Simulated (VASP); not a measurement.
Here is the system:

```yaml
crystal:
  lattice:
    - [3.81459, 0.00000, 0.00000]
    - [0.00000, 3.81459, 0.00000]
    - [0.00000, 0.00000, 3.81459]
  atoms:
    - { symbol: Sr, position: [0.00000, 0.00000, 0.00000] }
    - { symbol: V, position: [0.50000, 0.50000, 0.50000], spin: -0.1 }
    - { symbol: O, position: [0.50000, 0.00000, 0.50000] }
    - { symbol: O, position: [0.00000, 0.50000, 0.50000] }
    - { symbol: O, position: [0.50000, 0.50000, 0.00000] }
```

Method: PBEsol GGA, VASP's PBE PAW potentials (set 64) (plane waves; VASP). Settings: 520 eV cut-off, 9×9×9 Γ-centred mesh, tetrahedra with Blöchl corrections, potentials Sr_sv V_sv O.

**Question.** Tabulate the total density of states (states/eV per cell) against energy (eV; zero at the valence-band maximum or, without a gap, the Fermi level).

**Answer.** 
```
E (eV) | DOS (states/eV)
    -9.96 |  0.00
    -9.39 |  0.00
    -8.82 |  0.00
    -8.25 |  0.00
    -7.68 |  0.00
    -7.11 | ####### 2.03
    -6.54 | ############### 4.04
    -6.08 | ############ 3.27
    -5.51 | ############################## 8.22
    -4.95 | ######## 2.26
    -4.38 | ####### 2.00
    -3.81 | ####### 1.92
    -3.24 | ################## 5.00
    -2.67 | ######### 2.34
    -2.10 | # 0.21
    -1.53 |  0.00
    -0.96 | # 0.17
    -0.39 | #### 1.09
     0.07 | ####### 1.86
     0.64 | ############# 3.69
     1.21 | ############ 3.32
     1.77 | ### 0.86
     2.34 | ##### 1.26
     2.91 | ## 0.56
     3.48 | ## 0.41
```
Within 2 eV below the Fermi level the largest weight inside VASP's projection spheres is V d.

The structure comes from a measured SrVO3 entry (Pm-3m) of the Crystallography Open Database, whose conditions weren't checked. It was relaxed first.
